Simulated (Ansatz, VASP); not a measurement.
# Te (Tellurium) in two plane-wave programs

One calculation is typed for both programs; each brings its own data sets. How far apart do they land? The cell is taken from a series of runs on this material, whose earlier steps may have relaxed, scaled, displaced or heated it; both programs get it as it stands.

Calculated with Ansatz 0.2.0; plane waves, with VASP 6.6.1 beside it; relaxation of cell and atoms at PBE with D3(BJ).

**1. Set-up**

Symmetry: P3_121, No. 152, trigonal system. The conventional cell has a = 4.316 Å, b = 4.316 Å, c = 5.959 Å, α = 90.00°, β = 90.00°, γ = 120.00°. Nearest to Te lie 2 Te at 2.91 Å.

**2. VASP: relaxation of cell and atoms, PBE with D3(BJ)**

The relaxed volume is the usual yardstick between codes: in a stiff, nearly cubic crystal its relative difference is about their pressure difference at one cell divided by the bulk modulus.

Lines of VASP's logs that name or quote its potential files are left out, and so is its time.

File INCAR:

```
SYSTEM = Te
PREC = Accurate
ENCUT = 500
EDIFF = 1E-07
NELM = 120
ISMEAR = 1
SIGMA = 0.2
LREAL = .FALSE.
ALGO = Normal
GGA = PE
IVDW = 12
NBANDS = 15
LORBIT = 11
LWAVE = .FALSE.
LCHARG = .FALSE.
ISIF = 3
IBRION = 2
NSW = 80
EDIFFG = -0.005
LASPH = .TRUE.
GGA_COMPAT = .FALSE.
NELMIN = 4
KPAR = 2
```

File POSCAR:

```
Te
1.0
    4.3163400000      0.0000000000      0.0000000000
   -2.1581700000      3.7380600000      0.0000000000
    0.0000000000      0.0000000000      5.9589630000
Te
3
Direct
    0.2837862634      0.0000000000      0.3333333333
    0.9999999893      0.2837862421      0.6666666667
    0.7162136135      0.7162134904      0.0000000000
```

File KPOINTS:

```
Automatic mesh
0
Gamma
12 12 8
0 0 0
```

Potentials, in the order of the species: Te (PBE family, release 64).

The run is started by

```sh
mpirun -np 2 vasp_std
```

Numbers of over 12 decimals in the logs are rounded to 6 here.

Output:

```text
[banner, memory and clock lines left out]
running    2 mpi-ranks, on    1 nodes
 distrk:  each k-point on    1 cores,    2 groups
 distr:  one band on    1 cores,    1 groups

 POSCAR found type information on POSCAR Te
 POSCAR found :  1 types and       3 ions
 LDA part: xc-table for (Slater+PW92), standard interpolation
 POSCAR, INCAR and KPOINTS ok, starting setup
 FFT: planning ... GRIDC
 FFT: planning ... GRID_SOFT
 FFT: planning ... GRID
 WAVECAR not read
 entering main loop
       N       E                     dE             d eps       ncg     rms          rms(c)
DAV:   1     0.725693098102E+02    0.72569E+02   -0.64189E+03  3930   0.935E+02
DAV:   2    -0.473407670796E+01   -0.77303E+02   -0.73548E+02  5246   0.140E+02
DAV:   3    -0.930036802148E+01   -0.45663E+01   -0.45391E+01  4735   0.385E+01
DAV:   4    -0.937840080769E+01   -0.78033E-01   -0.78015E-01  5611   0.592E+00
DAV:   5    -0.937956272650E+01   -0.11619E-02   -0.11619E-02  5142   0.629E-01    0.132E+01
DAV:   6    -0.937241889506E+01    0.71438E-02   -0.12440E-02  4966   0.707E-01    0.822E+00
DAV:   7    -0.937306217885E+01   -0.64328E-03   -0.25771E-02  4756   0.104E+00    0.242E-01
DAV:   8    -0.937276128347E+01    0.30090E-03   -0.44172E-03  4574   0.384E-01    0.130E-01
DAV:   9    -0.937278412534E+01   -0.22842E-04   -0.12344E-04  5634   0.758E-02    0.958E-02
DAV:  10    -0.937281200568E+01   -0.27880E-04   -0.34283E-05  4673   0.380E-02    0.255E-02
DAV:  11    -0.937280977043E+01    0.22353E-05   -0.84991E-06  5099   0.182E-02    0.919E-03
DAV:  12    -0.937281000140E+01   -0.23097E-06   -0.86145E-07  5155   0.548E-03    0.389E-03
DAV:  13    -0.937281017848E+01   -0.17709E-06   -0.32227E-07  4558   0.347E-03    0.244E-03
DAV:  14    -0.937281021122E+01   -0.32740E-07   -0.44446E-08  3491   0.130E-03
   1 F= -.10745009E+02 E0= -.10745938E+02  d E =-.107450E+02
[...]
2 F= -.10745186E+02 E0= -.10746135E+02  d E =-.176509E-03
[...]
3 F= -.10745275E+02 E0= -.10746216E+02  d E =-.265443E-03
[...]
4 F= -.10745274E+02 E0= -.10746216E+02  d E =-.265234E-03
[...]
5 F= -.10745345E+02 E0= -.10746294E+02  d E =-.705948E-04
[...]
6 F= -.10745479E+02 E0= -.10746453E+02  d E =-.204800E-03
[...]
7 F= -.10745430E+02 E0= -.10746455E+02  d E =-.155116E-03
 curvature:   4.50 expect dE= 0.177E-03 dE for cont linesearch  0.113E-03
 ZBRENT: bracketing found
 ZBRENT: interpolating
 opt :   5.8948  next Energy=   -10.745513 (dE=-0.238E-03)
 bond charge predicted
       N       E                     dE             d eps       ncg     rms          rms(c)
DAV:   1    -0.937271470683E+01   -0.34239E-02   -0.26996E-02  3951   0.840E-01    0.970E-02
DAV:   2    -0.937266836621E+01    0.46341E-04   -0.11883E-03  5029   0.199E-01    0.537E-02
DAV:   3    -0.937259276115E+01    0.75605E-04   -0.92170E-05  4749   0.491E-02    0.241E-02
DAV:   4    -0.937257803413E+01    0.14727E-04   -0.26390E-05  4854   0.237E-02    0.408E-02
DAV:   5    -0.937257860094E+01   -0.56681E-06   -0.10766E-06  5263   0.658E-03    0.130E-02
DAV:   6    -0.937257849967E+01    0.10127E-06   -0.13100E-06  4805   0.536E-03    0.377E-03
DAV:   7    -0.937257843507E+01    0.64598E-07   -0.38909E-08  2539   0.132E-03
   8 F= -.10745512E+02 E0= -.10746505E+02  d E =-.237123E-03
 curvature:  -1.33 expect dE=-0.407E-05 dE for cont linesearch -0.159E-08
 trial: gam= 0.06193 g(F)=  0.632E-06 g(S)=  0.243E-05 ort =-0.329E-06 (trialstep = 0.192E+01)
 search vector abs. value=  0.337E-05
 reached required accuracy - stopping structural energy minimisation
```

Parts of OUTCAR (step 2):

```text
ion  position               nearest neighbor table
   1  0.284  0.000  0.333-   2 2.91   3 2.91   3 3.35   2 3.35   2 3.35   3 3.35
   2  1.000  0.284  0.667-   1 2.91   3 2.91   3 3.35   3 3.35   1 3.35   1 3.35
   3  0.716  0.716  0.000-   1 2.91   2 2.91   1 3.35   2 3.35   2 3.35   1 3.35

  LATTYP: Found a hexagonal cell.
 ALAT       =     4.3163400000
 C/A-ratio  =     1.3805592238

 Subroutine GETGRP returns: Found  6 space group operations
 (whereof  2 operations were pure point group operations)

The static configuration has the point symmetry C_2 .
 The point group associated with its full space group is D_3 .

 Found    131 irreducible k-points:

   k-points           NKPTS =    131   k-points in BZ     NKDIM =    131   number of bands    NBANDS=     15

   dimension x,y,z NGX =    32 NGY =   32 NGZ =   48
   dimension x,y,z NGXF=    64 NGYF=   64 NGZF=   96

   ENCUT  =  500.0 eV  36.75 Ry    6.06 a.u.   7.87  7.87 10.86*2*pi/ulx,y,z

   NELECT =      18.0000    total number of electrons

 k-points in reciprocal lattice and weights: Automatic mesh
   0.00000000  0.00000000  0.00000000       0.001
   0.08333333  0.00000000  0.00000000       0.005
   0.16666667 -0.00000000  0.00000000       0.005
   0.25000000  0.00000000  0.00000000       0.005
   0.33333333  0.00000000  0.00000000       0.005
   0.41666667  0.00000000  0.00000000       0.005
   0.50000000  0.00000000  0.00000000       0.003
   0.08333333  0.08333333  0.00000000       0.005
   0.16666667  0.08333333  0.00000000       0.010
[...]
0.33333333  0.25000000  0.50000000       0.010
   0.33333333  0.33333333  0.50000000       0.002

 Edisp (eV)   -1.37614

 average (electrostatic) potential at core
       1 -88.3943       2 -88.3943       3 -88.3943

 E-fermi :   6.6380

 k-point     1 :       0.0000    0.0000    0.0000
  band No.  band energies     occupation
    ...
      5       4.1369      2.00000
      6       4.1369      2.00000
      7       4.9378      2.00000
      8       4.9378      2.00000
      9       5.5563      2.00000
     10       7.7046     -0.00000
     11       7.7046     -0.00000
     12       8.4127     -0.00000
     13      11.5717      0.00000
     14      11.5717      0.00000
    ...

 k-point     2 :       0.0833    0.0000    0.0000
  band No.  band energies     occupation
    ...
      5       3.7336      2.00000
      6       3.9094      2.00000
      7       5.2266      2.00000
      8       5.4183      2.00000
      9       5.9078      2.00000
     10       7.4179     -0.00000
     11       7.6356     -0.00000
     12       8.2553     -0.00000
     13      11.3887      0.00000
     14      11.5492      0.00000
    ...

 k-point     3 :       0.1667   -0.0000    0.0000
  band No.  band energies     occupation
    ...
      5       3.1716      2.00000
      6       3.5459      2.00000
      7       5.6067      2.00000
      8       5.7376      2.00000
      9       6.0746      2.00050
     10       7.3882     -0.00000
     11       7.4834     -0.00000
     12       8.0498     -0.00000
     13      10.7825      0.00000
     14      11.6613      0.00000
    ...

 Edisp (eV)   -1.37293

  Total       0.00800     0.00800    -0.00478     0.00000     0.00000     0.00000
  in kB       0.13342     0.13342    -0.07974     0.00000     0.00000     0.00000
  external pressure =        0.06 kB  Pullay stress =        0.00 kB

  energy-cutoff  :      500.00
  volume of cell :       96.10
      direct lattice vectors                 reciprocal lattice vectors
     4.309730006  0.000000000 -0.000000000     0.232033097  0.133964374 -0.000000000
    -2.154865003  3.732335577  0.000000000    -0.000000000  0.267928748  0.000000000
     0.000000000  0.000000000  5.974318073     0.000000000  0.000000000  0.167383120

 POSITION                                       TOTAL-FORCE (eV/Angst)
 -----------------------------------------------------------------------------------
      1.23043      0.00000      1.99144         0.002090     -0.000000     -0.000000
      3.69451      1.06559      3.98288        -0.001045      0.001810      0.000000
      1.53965      2.66675     -0.00000        -0.001045     -0.001810      0.000000
 -----------------------------------------------------------------------------------
    total drift:                                0.000193      0.000192     -0.000021

  FREE ENERGIE OF THE ION-ELECTRON SYSTEM (eV)
  ---------------------------------------------------
  free  energy   TOTEN  =       -10.7455115683 eV

  energy  without entropy=      -10.7484907650  energy(sigma->0) =      -10.74650463

 reached required accuracy - stopping structural energy minimisation

 total charge
# of ion       s       p       d       tot
------------------------------------------
    1        1.438   1.805   0.047   3.290
    2        1.438   1.805   0.047   3.290
    3        1.438   1.805   0.047   3.290
--------------------------------------------------
tot          4.315   5.414   0.140   9.869

[... 3 further parts left out ...]
```

The run keeps the 6 symmetry operations of its start, so it cannot find a distortion of lower symmetry.

**3. Ansatz: relaxation of cell and atoms, PBE with D3(BJ)**

Ansatz runs on its PAW soft_1 files.

The same cell, functional, mesh and smearing now go to Ansatz, which takes its cutoff from its data sets.

File input.yaml:

```yaml
crystal:
  lattice:
    - [4.3163395362, 0.0, 0.0]
    - [-2.1581697681, 3.7380596897, 0.0]
    - [0.0, 0.0, 5.9589634986]
  atoms:
    - { symbol: Te, position: [0.2837863889, 0.0, 0.3333333333] }
    - { symbol: Te, position: [0.0, 0.2837863889, 0.6666666667] }
    - { symbol: Te, position: [0.7162136111, 0.7162136111, 0.0] }
kpoints:
  mp_grid: { grid: [12, 12, 8] }
hamiltonian:
  xc: pbe
  dispersion: d3bj
  pseudopotentials: { kind: paw, azcp: { folder: soft_1 } }
scf:
  occupations: { method: methfessel_paxton, width: 0.2 }
output:
  forces: true
  stress: true
  eigenvalues: true
  write_density: true
  write_potential: true
  elf: true
  volumetric_format: npy
relax:
  adjacent_minimum: "off"
  f_tol: 0.001
  max_steps: 60
  cell: { stress_tol: 0.01 }
```

The run is started by

```sh
ansatz run input.yaml --threads 4 --pin off --max-ram 16384MiB --backend cpu --events-out ev --progress --plain --runs-dir out
```

Output:

```text
Engine: ansatz 0.2.0, x86_64-unknown-linux-gnu
Pseudopotentials: kind: paw
Pseudopotential: Te, paw, valence charge 16, recommended cutoff 420 eV (normal), soft_1/Te.paw.azcp
Functional definition: PBE
  parameter kappa = 0.804
  parameter beta = 0.066725
  exchange = pbe_x(kappa = kappa, mu = beta*pi^2/3)
  correlation = pbe_c(beta = beta)
Crystal: 3 atoms, lattice volume = 96.146 Å³
Basis set: ecut = 420 eV, 1897 PW (Γ), exchange–correlation on 60×60×80 points (8 copies of the dense FFT grid, shifted against one another)
Bands: 29, of which v1, the nominal top of the filled ones, is band 24 counted from 1 (23 counted from 0)
Symmetry: 6 space group operations
Space group: P3121 (ITA 152), of the structure as read, at distance tolerance 4.6e-5 Å
k-points: 131 of 1152 (time reversal used)
Non-local potential: Te, projectors of the file, l = 0: 2, l = 1: 2, l = 2: 2, l = 3: 1
PAW form: soft (Blöchl's): semilocal exchange-correlation on the pseudo side does not see the compensation charge
PAW one-centre angular grid: Te, 590 points (default); XC on 64 Gauss nodes
Initial density: superposition of atomic densities (chi_scale 0.1, normalization cell)
Initial wavefunctions: pseudopotential atomic-orbital guess
Functional: x = pbe(κ = 0.804, μ = 0.219515), c = pbe(β = 0.066725)
SCF iter   1: F=—  HF=-20941.479758 eV  |F-HF|=—  |Δ(HF+E_count)|=         —  Δρ=1.43e-2  dr2=1.42e-1  ethr=3.10e-3  ⟨swp⟩=8.6  Hψ=18686  notcnv=0
preconditioner: auto → Resta (q_TF=auto, 2.430 Å⁻¹)  ε∞=4.4  [insulator: Δε(μ)=0.206 eV  Ē_g=8.720 eV  σ=0.200 eV  W_gap=0.55  n_scr=22 (ndim 8)  ℏωp=16.1 eV  f_vac=0.003  D(μ)=-0.04/eV (n_scr^D=0)  ε∞_Penn≈4.4]
SCF iter   2: F=—  HF=-20941.473549 eV  |F-HF|=—  |Δ(HF+E_count)|=   6.21e-3  S|Δr|=    0.00e0  Δρ=8.47e-3  dr2=4.94e-2  ethr=2.97e-4  ⟨swp⟩=1.0  Hψ=4851  notcnv=0
SCF iter   3: F=—  HF=-20941.473660 eV  |F-HF|=—  |Δ(HF+E_count)|=   1.10e-4  S|Δr|=    0.00e0  Δρ=7.95e-4  dr2=5.75e-4  ethr=1.03e-4  ⟨swp⟩=2.0  Hψ=5338  notcnv=0
SCF iter   4: F=—  HF=-20941.473946 eV  |F-HF|=—  |Δ(HF+E_count)|=   2.86e-4  S|Δr|=    0.00e0  Δρ=2.76e-4  dr2=8.22e-5  ethr=1.20e-6  ⟨swp⟩=2.0  Hψ=6908  notcnv=0
SCF iter   5: F=—  HF=-20941.474023 eV  |F-HF|=—  |Δ(HF+E_count)|=   7.75e-5  S|Δr|=    0.00e0  Δρ=9.05e-5  dr2=1.24e-5  ethr=1.71e-7  ⟨swp⟩=2.6  Hψ=6343  notcnv=0
SCF iter   6: F=—  HF=-20941.474037 eV  |F-HF|=—  |Δ(HF+E_count)|=   1.41e-5  S|Δr|=    0.00e0  Δρ=2.25e-5  dr2=5.77e-7  ethr=2.59e-8  ⟨swp⟩=2.0  Hψ=4947  notcnv=0
SCF iter   7: F=-20941.474038 eV  HF=-20941.474038 eV  |F-HF|=2.30e-8  |Δ(HF+E_count)|=   1.13e-6  S|Δr|=    0.00e0  Δρ=3.40e-6  dr2=9.48e-9  ethr=2.08e-10  ⟨swp⟩=14.5  Hψ=30583  notcnv=0
SCF 1 converged in 7 iterations: F = -20941.474038 eV  dr2 = 9.48e-9
  greatest PAW one-centre occupation: 0.998 electrons in one spin orbital (limit 2), on the Te atom at site 1 (counted from 0), in its partial waves of l = 2
relax step   1: F+E_penalty+E_count = -20941.47403846 eV  Δ(F+E_penalty+E_count) = +0.000e0 eV  max|allowed force component| = 2.728e-2 eV/Å  Δτ_max = 0.0000 Å  P = +0.209 GPa  Ω = 96.146 Å³  (7 SCF iters, dr2 threshold 1.00e-7 eV, accepted)
[...]
relax step   3: F+E_penalty+E_count = -20941.47435412 eV  Δ(F+E_penalty+E_count) = -2.523e-4 eV  max|allowed force component| = 3.610e-3 eV/Å  Δτ_max = 0.0009 Å  P = -0.018 GPa  Ω = 96.401 Å³  energy of the carried Pulay correction = -4.139e-5 eV  (3 SCF iters, dr2 threshold 1.40e-7 eV, accepted)
[...]
relax step   4: F+E_penalty+E_count = -20941.47437186 eV  Δ(F+E_penalty+E_count) = -1.774e-5 eV  max|allowed force component| = 3.173e-3 eV/Å  Δτ_max = 0.0005 Å  P = -0.005 GPa  Ω = 96.353 Å³  energy of the carried Pulay correction = -3.361e-5 eV  (4 SCF iters, dr2 threshold 1.31e-9 eV, accepted)
[...]
relax step   5: F+E_penalty+E_count = -20941.47438875 eV  Δ(F+E_penalty+E_count) = -1.689e-5 eV  max|allowed force component| = 4.338e-4 eV/Å  Δτ_max = 0.0010 Å  P = +0.002 GPa  Ω = 96.293 Å³  energy of the carried Pulay correction = -2.384e-5 eV  (5 SCF iters, dr2 threshold 6.29e-10 eV, accepted)
[...]
relax step   6: F+E_penalty+E_count = -20941.47441317 eV  Δ(F+E_penalty+E_count) = -2.442e-5 eV  max|allowed force component| = 4.308e-4 eV/Å  Δτ_max = 0.0000 Å  P = +0.002 GPa  Ω = 96.293 Å³  stress off target by 2.28e-3 GPa  SCF on the basis re-selected at this cell (its energy is not comparable with the rows above)  (5 SCF iters)
basis re-selected at this cell: Δ(F+E_penalty+E_count) = -2.442e-5 eV, ΔP = -0.000 GPa vs the last step (what re-selecting the basis moved, of the pressure what is left beyond the Pulay correction that the steps carried, after the strain that the cell walked since its last selection, with what the two solves' SCF thresholds leave and, on support functions, any second-order correction that the steps lacked; it is no m [...]
SCF converged after 5 iterations
Stability not checked: this state was not tested for a lower state beside it, because cold or Methfessel-Paxton smearing, or corrected tetrahedra, fill the levels in a way that the test cannot read (fill_not_monotonic; see scf.lower_state_search)
Free energy (F): -20941.474413 eV
Harris-Foulkes:  -20941.474413 eV  (|F-HF|=3.64e-12)
Internal energy: -20941.477548 eV  (E = F + TS)
E sigma→0 (E₀):  -20941.475197 eV
Entropy (-TS):   0.003135 eV (1.045 meV/atom)
Fermi energy:    9.714700 eV
Step filling:    the computed levels leave a gap of 0.0255 eV = 0.1 smearing widths at the electron count; against every level under it full and every level over it empty, smearing changes F+E_penalty+E_count by +0.366 meV and its σ→0 estimate by -0.418 meV
--- Per-component energies (eV) ---
  E_band       = -762.128747
  E_kinetic    = 515.733211
  E_local      = -4723.914765  (includes V_loc(G=0)·N_el)
  E_nonlocal   = 193.729651
  E_hartree    = 2367.458098
  E_xc         = -368.419522
  E_vxc        = -306.791443  (∫ρ·V_xc dr)
  E_paw        = -14006.761531  (= ΣΔE_a)
  E_vpaw       = -1175.801852  (= ΣTr[D̂ρ^β])
  E_aug_tail   = 0.000260  (compensation charges beyond the density's cutoff)
  E_ewald      = -4917.932560
  E_disp       = -1.370390  (pairwise vdW)
  E_smearing   = 0.003135  (= −TS)
  E_closure    = 0.000000  (closes the sum)
  Σ components = -20941.474413   (vs F -20941.474413, Δ=0.00e0)
--- Forces (eV/Å), atoms counted from 1 ---
  atom   1  Te     0.00043075    -0.00000000    -0.00000000
  atom   2  Te    -0.00021538     0.00037304    -0.00000000
  atom   3  Te    -0.00021538    -0.00037304     0.00000000
  max |Σ_I F_I| component: 5.09e-17 eV/Å
--- Stress (GPa, compression-positive) ---
        0.002283       0.000000       0.000000
        0.000000       0.002283       0.000000
        0.000000       0.000000       0.001579
  P = ⅓ Tr σ = 0.0020 GPa (0.020 kbar)
--- Band table (eV; the first three rows and the last of 131) ---
  k-point 0: bands = [... 20 lower, 7.0697, 7.8904, 7.8904, 8.5139, 10.6531, 10.6531, 11.3554, 14.5568, ... 1 higher]
  k-point 1: bands = [... 20 lower, 7.2024, 7.9475, 8.0694, 8.5407, 10.5189, 10.5434, 11.1895, 14.1181, ... 1 higher]
  k-point 2: bands = [... 20 lower, 7.1699, 8.1209, 8.3939, 8.6193, 10.2301, 10.2809, 10.7924, 13.7243, ... 1 higher]
  k-point 130: bands = [... 20 lower, 4.2604, 8.7706, 9.6491, 9.6491, 9.6746, 10.5732, 10.5732, 15.7601, ... 1 higher]
--- Relaxed structure (5 steps of the walk, 5 accepted, 1 SCFs on fresh bases) ---
  F+E_penalty+E_count = -20941.47441317 eV   max|allowed force component| = 4.308e-4 eV/Å   (the final SCF, on the basis selected at the relaxed cell)
  cell:  # Å, volume = 96.2930 Å³
    - [4.313931, 0.0, 0.0]
    - [-2.156965, 3.735974, 0]
    - [0.0, 0, 5.974724]
  atoms:
    - { symbol: Te, position: [0.284739, 0, 0.333333] }
    - { symbol: Te, position: [5.551115123125783e-17, 0.284739, 0.666667] }
    - { symbol: Te, position: [0.715261, 0.715261, 0] }
```

**4. Comparison**

Known differences besides the potentials themselves: the data sets hold 48 valence electrons in Ansatz (on its PAW soft_1 files) and 18 in VASP; the cutoff is 420 eV in Ansatz and 500 eV in VASP; Ansatz adds a Pulay correction to the stress that steers its cell, VASP none. Total energies have different zeros and are not compared.

The two programs side by side:

```tsv
quantity	Ansatz	VASP	difference
volume (Å³)	96.29	96.10	+0.20 %
edge a after relaxation, in the typed setting (Å)	4.314	4.310	+0.10 %
edge c after relaxation, in the typed setting (Å)	5.975	5.974	+0.01 %
```

**5. Results**

```yaml
difference_in_volume_relaxation_of_cell_and_atoms_pbe_with_d3_bj: 0.20 %
```

In words: The difference in volume is 0.20 % (relaxation of cell and atoms, PBE with D3(BJ)), within the 1.2 % picked in this series as the mark of a large difference, as far as the stopping tolerances let one tell. The data sets hold unlike numbers of valence electrons (48 in Ansatz and 18 in VASP), so part of the differences comes from the potentials. How closely two codes agree says nothing of how well the functional describes the real material.

[Lines on the potential files, build, host, timing and source positions are cut from VASP's logs without a mark.]

[Logs are printed without paths, hosts, clocks, repeated set-up lines and the standing remarks that a program may print on its own settings, such as how far it seeks lower states.]

[Hosts, paths, dates, database ids (printed as entryN), source tags and the programs' standing remarks are cut or masked in the printed files.]
